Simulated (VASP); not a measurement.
Input of a VASP 6.6.1 run:

File INCAR:

```
PREC = Accurate
ENCUT = 520
EDIFF = 1E-6
ISMEAR = 0
SIGMA = 0.1
LREAL = F
LASPH = T
NELM = 120
ALGO = Normal
ISIF = 3
LWAVE = F
LCHARG = F
GGA = PE
IBRION = 2
NSW = 90
EDIFFG = -0.01
KPAR = 4
```

KPOINTS

```
Automatic mesh
0
Gamma
  10 10 2
```

The input POSCAR:

```
HfIn2Se5
1.0
    3.9420553600      0.0000000000      0.0000000000
   -1.9710276800      3.4139200900      0.0000000000
    0.0000000000      0.0000000000     16.4090000000
Hf In Se
1 2 5
Direct
    0.0000000000      0.0000000000      0.0000000000
    0.3333333300      0.6666666700      0.3838137600
    0.6666666700      0.3333333300      0.6161862400
    0.6666666700      0.3333333300      0.9093180600
    0.3333333300      0.6666666700      0.0906819400
    0.6666666700      0.3333333300      0.2994088600
    0.3333333300      0.6666666700      0.7005911400
    0.0000000000      0.0000000000      0.5000000000
```

Potentials or basis: VASP PAW PBE potentials, release 64 (Hf_pv, In_d, Se).

The run is started by

```sh
$ cat potpaw_PBE.64/Hf_pv/POTCAR potpaw_PBE.64/In_d/POTCAR potpaw_PBE.64/Se/POTCAR > POTCAR
$ mpirun -np 4 vasp_std > vasp.out
```

Problem. What does it give for the band gap on the k mesh?

Solution. 0.24 eV, indirect (least direct gap 0.63 eV).

Problem. What does it give for the relaxed cell?

Solution. a = 3.917 Å, b = 3.917 Å, c = 17.353 Å, α = 90.00°, β = 90.00°, γ = 120.00°.

The path:
| step | energy change (eV) | largest force (eV/Å) | pressure (GPa) | volume (Å³) |
| --- | --- | --- | --- | --- |
| 1 | 0.0000 | 0.0785 | -0.38 | 220.83 |
| 2 | -0.0044 | 0.0896 | 0.28 | 218.75 |
| 3 | -0.0045 | 0.0821 | 0.20 | 219.00 |
| 4 | -0.0069 | 0.0500 | 0.08 | 219.33 |
| 5 | -0.0073 | 0.0602 | 0.01 | 219.53 |
| 6 | -0.0073 | 0.0580 | 0.02 | 219.52 |
| 7 | -0.0079 | 0.0602 | 0.01 | 219.67 |
| 8 | -0.0095 | 0.0640 | -0.01 | 220.14 |
| 9 | -0.0116 | 0.0722 | -0.03 | 221.07 |
| 10 | -0.0113 | 0.1904 | -0.06 | 222.93 |
| 11 | -0.0122 | 0.1209 | -0.04 | 221.92 |
| 12 | -0.0127 | 0.1140 | -0.01 | 221.99 |
| 13 | -0.0138 | 0.0913 | 0.08 | 222.19 |
| 14 | -0.0150 | 0.0442 | 0.25 | 222.61 |
| 15 | -0.0152 | 0.0422 | 0.33 | 222.78 |
| 16 | -0.0160 | 0.0443 | 0.28 | 223.30 |
| 17 | -0.0178 | 0.0598 | 0.14 | 224.87 |
| 18 | -0.0185 | 0.1161 | -0.12 | 228.01 |
| 19 | -0.0187 | 0.0989 | -0.05 | 227.06 |
| 20 | -0.0196 | 0.0838 | -0.05 | 227.52 |
| 21 | -0.0214 | 0.0372 | -0.05 | 228.90 |
| 22 | -0.0209 | 0.0843 | -0.05 | 231.65 |
| 23 | -0.0219 | 0.0321 | -0.05 | 230.06 |
| 24 | -0.0219 | 0.0290 | -0.05 | 229.96 |
| 25 | -0.0219 | 0.0213 | 0.05 | 229.83 |
| 26 | -0.0220 | 0.0172 | 0.03 | 229.86 |
| 27 | -0.0220 | 0.0118 | 0.03 | 229.96 |
| 28 | -0.0221 | 0.0202 | 0.01 | 230.22 |
| 29 | -0.0221 | 0.0131 | -0.03 | 230.44 |
| 30 | -0.0221 | 0.0161 | -0.04 | 230.50 |
| 31 | -0.0222 | 0.0136 | -0.02 | 230.50 |
| 32 | -0.0222 | 0.0139 | 0.02 | 230.49 |
| 33 | -0.0222 | 0.0111 | 0.01 | 230.49 |
| 34 | -0.0222 | 0.0109 | -0.01 | 230.50 |
| 35 | -0.0222 | 0.0107 | 0.01 | 230.49 |
| 36 | -0.0222 | 0.0120 | 0.01 | 230.49 |
| 37 | -0.0222 | 0.0120 | 0.01 | 230.49 |
| 38 | -0.0222 | 0.0084 | 0.01 | 230.55 |

Caveat: spin-orbit coupling is left out, which moves the levels of the heavy elements; this functional lacks dispersion, which binds the layers, so the pressure and a relaxed spacing across them are unreliable. A k mesh can miss the band edges.
